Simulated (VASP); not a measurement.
Computed with LDA (Ceperley-Alder, Perdew-Zunger), VASP's LDA PAW potentials (set 64) (plane waves; VASP).

A VASP calculation is set up with these files.

### KPOINTS
```
kpoints
0
G
10 10 10
```

### POSCAR
```
NiSi2
1
    0.0000000000     2.5606962871     2.5606962871
    2.5606962871     0.0000000000     2.5606962871
    2.5606962871     2.5606962871     0.0000000000
Si Ni
2 1
Direct
  0.2500000000   0.2500000000   0.2500000000
  0.7500000000   0.7500000000   0.7500000000
  0.0000000000   1.0000000000   0.0000000000
```

INCAR:
```
SYSTEM = NiSi2
PREC = Accurate
ENCUT = 500
EDIFF = 1E-6
NELM = 100
ALGO = Normal
LREAL = .FALSE.
LASPH = .TRUE.
ISMEAR = 1
SIGMA = 0.1
LMAXMIX = 4
LWAVE = .FALSE.
LCHARG = .FALSE.
IBRION = 2
ISIF = 3
NSW = 40
EDIFFG = -0.02
PSTRESS = 300
```

POTCAR, in this order: Si Ni (LDA.64 set). Program: vasp_std.

The resulting files:

OSZICAR:
```
       N       E                     dE             d eps       ncg     rms          rms(c)
DAV:   1     0.728432313765E+02    0.72843E+02   -0.80108E+03  1230   0.145E+03
DAV:   2    -0.174305517950E+02   -0.90274E+02   -0.85185E+02  1262   0.264E+02
DAV:   3    -0.216808634845E+02   -0.42503E+01   -0.41827E+01  1547   0.642E+01
DAV:   4    -0.217618418591E+02   -0.80978E-01   -0.80527E-01  1473   0.848E+00
DAV:   5    -0.217638856969E+02   -0.20438E-02   -0.20436E-02  1581   0.140E+00    0.183E+01
DAV:   6    -0.244441423588E+02   -0.26803E+01   -0.46386E+01  1358   0.176E+02    0.208E+01
DAV:   7    -0.195618470505E+02    0.48823E+01   -0.14225E+01  1475   0.115E+02    0.413E+00
DAV:   8    -0.195834920006E+02   -0.21645E-01   -0.16014E+00  1870   0.188E+01    0.304E+00
DAV:   9    -0.195044034477E+02    0.79089E-01   -0.29924E-01  1496   0.135E+01    0.492E-01
DAV:  10    -0.195039743910E+02    0.42906E-03   -0.13732E-02  1653   0.248E+00    0.201E-01
DAV:  11    -0.195038126081E+02    0.16178E-03   -0.79483E-04  1903   0.465E-01    0.575E-02
DAV:  12    -0.195038197075E+02   -0.70994E-05   -0.77388E-05  1861   0.195E-01    0.236E-02
DAV:  13    -0.195038144549E+02    0.52527E-05   -0.14041E-05  1818   0.905E-02    0.951E-03
DAV:  14    -0.195038142596E+02    0.19527E-06   -0.11428E-06   911   0.184E-02
   1 F= -.13215780E+02 E0= -.13215899E+02  d E =-.132158E+02
```

### OUTCAR
```
------------------------ aborting loop because EDIFF is reached ----------------------------------------
  FORCE on cell =-STRESS in cart. coord.  units (eV):
  Direction    XX          YY          ZZ          XY          YZ          ZX
  --------------------------------------------------------------------------------------
  Total        6.2784878      6.2784878      6.2784878     -0.0000000      0.0000000     -0.0000000
  in kB      299.5445529    299.5445529    299.5445529     -0.0000000      0.0000000     -0.0000000
  external PRESSURE =      -0.4554471 kB  Pullay stress =     300.0000000 kB
  volume of cell :       33.58
      direct lattice vectors                 reciprocal lattice vectors
     0.000000000  2.560696287  2.560696287    -0.195259392  0.195259392  0.195259392
     2.560696287  0.000000000  2.560696287     0.195259392 -0.195259392  0.195259392
     2.560696287  2.560696287  0.000000000     0.195259392  0.195259392 -0.195259392
 POSITION                                       TOTAL-FORCE (eV/Angst)
 -----------------------------------------------------------------------------------
      1.28035      1.28035      1.28035        -0.000000     -0.000000     -0.000000
      3.84104      3.84104      3.84104         0.000000      0.000000      0.000000
      0.00000      0.00000      0.00000        -0.000000     -0.000000     -0.000000
 -----------------------------------------------------------------------------------
    total drift:                               -0.000000     -0.000000      0.000000
  FREE ENERGIE OF THE ION-ELECTRON SYSTEM (eV)
  ---------------------------------------------------
  free  energy   TOTEN  =       -19.5038142596 eV

  energy  without entropy=      -19.5041710220  energy(sigma->0) =      -19.50393318
  enthalpy is  TOTEN    =       -13.2157802309 eV   P V=        6.2880340287

 reached required accuracy - stopping structural energy minimisation
```
(Selected blocks of OUTCAR.)

The compound is NiSi2 in the fluorite structure. It was relaxed first under an external pressure of 30 GPa. The run is not spin-polarised, so no magnetic state was tried.
